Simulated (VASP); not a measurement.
Input:

```xyz
4
Lattice="2.0694 1.1948 6.7313 -2.0694 1.1948 6.7313 0.0000 -2.3896 6.7313" Properties=species:S:1:pos:R:3 pbc="T T T"
Zn     0.0000     0.0000    12.8232
Sn     0.0000     0.0000     2.3621
As     0.0000     0.0000    19.9780
As     0.0000     0.0000    10.2727
```

Computed with PBEsol GGA with spin-orbit coupling, VASP's PBE PAW potentials (set 64) (plane waves; VASP). Run with 400 eV cut-off, 8×8×8 Γ-centred mesh, Gaussian smearing of 0.050 eV, potentials Zn Sn_d As.

**Question.** Give the energies of bands 27 to 40 at the high-symmetry points, in eV from the Fermi level.

**Answer.** 
| band | Γ | T | H2 | L | S0 | F |
|---|---|---|---|---|---|---|
| 27 | -1.71 | -3.70 | -5.35 | -5.01 | -5.32 | -5.60 |
| 28 | -1.71 | -3.70 | -5.29 | -5.01 | -5.27 | -5.60 |
| 29 | -1.44 | -1.56 | -4.22 | -3.63 | -4.30 | -3.01 |
| 30 | -1.44 | -1.56 | -4.19 | -3.63 | -4.28 | -3.01 |
| 31 | -0.89 | -1.29 | -3.35 | -3.25 | -3.31 | -2.86 |
| 32 | -0.89 | -1.29 | -3.31 | -3.25 | -3.25 | -2.86 |
| 33 | -0.28 | -0.36 | -2.53 | -2.70 | -2.65 | -1.32 |
| 34 | -0.28 | -0.36 | -2.49 | -2.70 | -2.63 | -1.32 |
| 35 | 0.07 | -0.17 | -2.01 | -1.61 | -2.00 | -1.03 |
| 36 | 0.07 | -0.17 | -1.96 | -1.61 | -1.96 | -1.03 |
| 37 | 0.22 | 0.38 | 1.33 | 1.18 | 1.27 | -0.09 |
| 38 | 0.22 | 0.38 | 1.39 | 1.18 | 1.31 | -0.09 |
| 39 | 1.34 | 1.76 | 1.97 | 2.66 | 2.51 | 0.81 |
| 40 | 1.34 | 1.76 | 2.02 | 2.66 | 2.53 | 0.81 |

It has no gap at this level: it comes out as a metal or semimetal.

The structure comes from a computed database's ZnSnAs2 entry (R3m); how it stands against other phases isn't given here. It was relaxed first, which changed the volume by -5 %.
